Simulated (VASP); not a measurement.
Here is the system:

```yaml
crystal:
  lattice:
    - [1.65500, -5.24000, 0.00000]
    - [1.65500, 5.24000, 0.00000]
    - [0.00000, 0.00000, 4.38000]
  atoms:
    - { symbol: P, position: [0.10170, 0.89830, 0.91940] }
    - { symbol: P, position: [0.39830, 0.60170, 0.41940] }
    - { symbol: P, position: [0.60170, 0.39830, 0.58060] }
    - { symbol: P, position: [0.89830, 0.10170, 0.08060] }
```

Computed with PBE GGA, VASP's PBE PAW potentials (set 64) (plane waves; VASP). Numerical set-up: 400 eV cut-off, 3×3×2 Monkhorst-Pack mesh, Gaussian smearing of 0.050 eV, potentials P.

Give the force on each atom (eV/Å).

| atom | Fx | Fy | Fz |
|---|---|---|---|
| P1 | 0.000 | -0.115 | -0.214 |
| P2 | 0.000 | 0.115 | -0.214 |
| P3 | 0.000 | -0.115 | 0.214 |
| P4 | 0.000 | 0.115 | 0.214 |

Give the stress tensor in GPa (positive for a compressed cell).

```
2.96  0.00  0.00
0.00  3.31  0.00
0.00  0.00  1.99
```
The pressure is its mean diagonal, 2.75 GPa.

The compound is P in the black structure. The cell was not relaxed at this level. The k-mesh is coarse (spacing up to 0.72 per Å, 2π included), so the numbers may not be converged in it. The run is one of a series of settings (KPOINTS 3×3×2 Monkhorst-Pack mesh against the base run), some of them coarse on purpose.
